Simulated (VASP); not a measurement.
Here is the system:

```yaml
crystal:
  lattice:
    - [5.42182, 0.00000, 0.00000]
    - [0.00000, 5.42182, 0.00000]
    - [0.00000, 0.00000, 5.42182]
  atoms:
    - { symbol: Na, position: [0.00000, 0.00000, 0.00000] }
    - { symbol: Sr, position: [0.50000, 0.50000, 0.50000] }
    - { symbol: Cl, position: [0.00000, 0.50000, 0.50000] }
    - { symbol: Cl, position: [0.50000, 0.50000, 0.00000] }
    - { symbol: Cl, position: [0.50000, 0.00000, 0.50000] }
```

Level of theory: PBE GGA, VASP's PBE PAW potentials (set 64) (plane waves; VASP 6.6.1). Numerical set-up: 400 eV cut-off, 4×4×4 Γ-centred mesh, Gaussian smearing of 0.050 eV, potentials Na_pv Sr_sv Cl.

Q: Predict the energy per atom (σ→0), pressure, band gap (on the k-mesh) with the smallest direct gap where there is one.

A: 
- band gap (on the k-mesh): 3.74 eV
- smallest direct gap (on the k-mesh): 3.90 eV
- energy per atom (σ→0): -3.633 eV/atom
- pressure: 35.1 kbar

The structure was generated: NaSrCl3 was put into the cubic-perovskite type (Pm-3m), which need not be its known phase. The cell was not relaxed at this level.
